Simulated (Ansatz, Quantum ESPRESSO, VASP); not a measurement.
**CsI (Pm-3m, 2 atoms in the cell) computed with different codes at matched settings**

Self-consistent single point.

```xyz
2
Lattice="4.5700 0.0000 0.0000 0.0000 4.5700 0.0000 0.0000 0.0000 4.5700" Properties=species:S:1:pos:R:3 pbc="T T T"
Cs     0.0000     0.0000     0.0000
I      2.2850     2.2850     2.2850
```

Shared settings, as Ansatz (a first-principles code) writes them: kpoints.mp_grid.grid = 4 4 4; scf.occupations.method = fermi_dirac; scf.occupations.width = 0.01 eV. Potentials and cutoffs stand in the table.

```csv
code,model,pressure (GPa),gap on the mesh (eV),cutoff
VASP,"PBEsol, VASP's PBE PAW potentials (set 64)",-0.45,3.695,300 eV
Ansatz,"PBEsol, default PAW files made with PBE",-0.47,3.707,420 eV
Quantum ESPRESSO,"PBEsol, SSSP 1.1.2 efficiency (PBE) pseudopotentials",-0.49,3.709,40 Ry
```

Gaps are read on the mesh.

On Ansatz's run: spin-orbit coupling is off.

The spread over the programs that give each value: pressure within 0.04 GPa; gap on the mesh within 0.014 eV.

Ansatz's pressure is given at a fixed set of plane waves, as the other plane-wave codes print theirs.

VASP's run is marked for a possible Pulay error in its stress at this cutoff; no cutoff test was made.

The starting cell has typed, rounded lattice constants, without a prior relaxation at this level.

Left out of this page: ABINIT, GPAW, CP2K, FLEUR and SIESTA (not drawn, or without a comparable value).

Keys are those of Ansatz 0.2.
